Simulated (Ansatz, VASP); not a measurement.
Two plane-wave programs on Si16P (a cell with a defect)

```
Si P
1.0
     0.00000    5.43000    5.43000
     5.43000    0.00000    5.43000
     5.43000    5.43000    0.00000
Si P
16 1
Direct
  0.99621 0.00343 0.99686
  0.12373 0.12788 0.12422
  0.99634 0.00331 0.50344
  0.12701 0.12434 0.62433
  0.00186 0.49979 0.99896
  0.12389 0.62425 0.12432
  0.99648 0.49696 0.50331
  0.12407 0.62437 0.62716
  0.50379 0.00439 0.99596
  0.62393 0.12405 0.12794
  0.49957 0.00004 0.50025
  0.62399 0.12407 0.62414
  0.50369 0.49589 0.99606
  0.62988 0.62328 0.12346
  0.50360 0.49600 0.50432
  0.62405 0.62767 0.62416
  0.25613 0.74912 0.24676
```

Alike in both runs: functional LDA; k mesh 2 × 2 × 2; occupations fermi-dirac, width 0.05 eV; collinear spin.

Ansatz relaxed the structure, and its values are those at the end. VASP's run is a single point on that final structure, the one shown.

```csv
,VASP,Ansatz
version,VASP 6.6.1,Ansatz 0.2.0
potentials or method,"VASP PAW LDA potentials, release 64 (Si, P)","scalar-relativistic, plane waves, PAW"
plane-wave cutoff (eV),520,420
valence electrons in the cell,69,69
```

|  | VASP | Ansatz | Ansatz less VASP |
| --- | --- | --- | --- |
| rms of the force components (eV/Å) | 0.014 | 0.014 | +0.0004 |
| net moment per atom (μB) | 0.00 | 0.00 | 0.000 |

Ansatz warned: «pseudo_functional_mismatch».

Caveats: the k mesh is coarse (spacing up to 0.50 Å⁻¹), so the values aren't converged.
